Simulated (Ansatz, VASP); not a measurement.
# One calculation of Si4BN3, two programs

```
CELL_PARAMETERS angstrom
3.00000 0.00000 0.00000
-1.50000 2.59808 0.00000
0.00000 0.00000 12.10000
ATOMIC_POSITIONS crystal
Si 0.33333 0.66667 0.67800
Si 0.66667 0.33333 0.04100
Si 0.33333 0.66667 0.48300
Si 0.66667 0.33333 0.23600
B 0.00000 0.00000 0.31000
N 0.66667 0.33333 0.71900
N 0.33333 0.66667 0.00000
N 0.00000 0.00000 0.44200
```

Alike in both runs: task relaxation of cell and atoms; functional PBE; k mesh 6 × 6 × 2; occupations gaussian, width 0.2 eV; no spin polarisation.

|  | VASP | Ansatz |
| --- | --- | --- |
| version | VASP 6.6.1 | Ansatz 0.2.0 |
| potentials or method | VASP PAW PBE potentials, release 64 (Si, B, N) | scalar-relativistic, plane waves, PAW |
| plane-wave cutoff (eV) | 600 | 420 |
| valence electrons in the cell | 34 | 34 |

VASP gave:

* gap on the k mesh at the Fermi level, each at its own relaxed structure (eV): none
* relaxed volume (Å³/atom): 11.93
* relaxed cell length with the largest relative difference (Å): 12.776
* energy change over the relaxation (meV/atom): -52

Problem. Estimate Ansatz's values.

Solution. gap on the k mesh at the Fermi level, each at its own relaxed structure (eV): none; relaxed volume (Å³/atom): 11.82; relaxed cell length with the largest relative difference (Å): 12.635; energy change over the relaxation (meV/atom): -52.

A gap of «none» marks a metal or a gap that the smearing closes.

Caveats: the k mesh is coarse (spacing up to 0.40 Å⁻¹), so the values aren't converged; this functional lacks dispersion, which binds the layers, so the pressure and a relaxed spacing across them are unreliable.
